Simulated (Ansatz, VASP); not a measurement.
**Ti2NbB3 in VASP and in Ansatz**

```
Ti Nb B
1.0
     3.22512    0.00000    0.00000
    -1.61256    2.79304    0.00000
     0.00000    0.00000    7.88979
Ti Nb B
2 1 3
Direct
  0.66667 0.33333 0.66388
  0.33333 0.66667 0.33612
  0.00000 0.00000 0.00000
  0.66667 0.33333 0.16979
  0.33333 0.66667 0.83021
  0.00000 0.00000 0.50000
```

Change from the starting cell: species swapped into the Eu2H3Br type (P-3m1, No. 164).

Alike in both runs: task single point; functional PBE; k mesh 6 × 6 × 2; occupations gaussian, width 0.1 eV; collinear spin.

|  | VASP | Ansatz |
| --- | --- | --- |
| version | VASP 6.6.1 | Ansatz 0.2.0 |
| potentials or method | VASP PAW PBE potentials, release 64 (Ti_sv, Nb_sv, B) | scalar-relativistic, plane waves, PAW |
| plane-wave cutoff (eV) | 520 | 420 |
| valence electrons in the cell | 46 | 46 |

Ansatz gave:

| Quantity | Value |
| --- | --- |
| gap on the k mesh at the Fermi level (eV) | none |
| pressure (GPa) | -0.1 |
| largest component of the traceless stress (GPa) | 0.40 |
| rms of the force components (eV/Å) | 0.034 |
| net moment per atom (μB) | 0.00 |

**Question.** Which values does VASP return?

**Answer.** gap on the k mesh at the Fermi level (eV): none; pressure (GPa): -0.2; largest component of the traceless stress (GPa): 0.39; rms of the force components (eV/Å): 0.035; net moment per atom (μB): 0.00.

Atom by atom the forces differ by 0.004 eV/Å (rms over components). A gap of «none» marks a metal or a gap that the smearing closes. Ansatz warned: «seeded_moment_not_kept».

Caveats: the k mesh is coarse (spacing up to 0.40 Å⁻¹), so the values aren't converged.
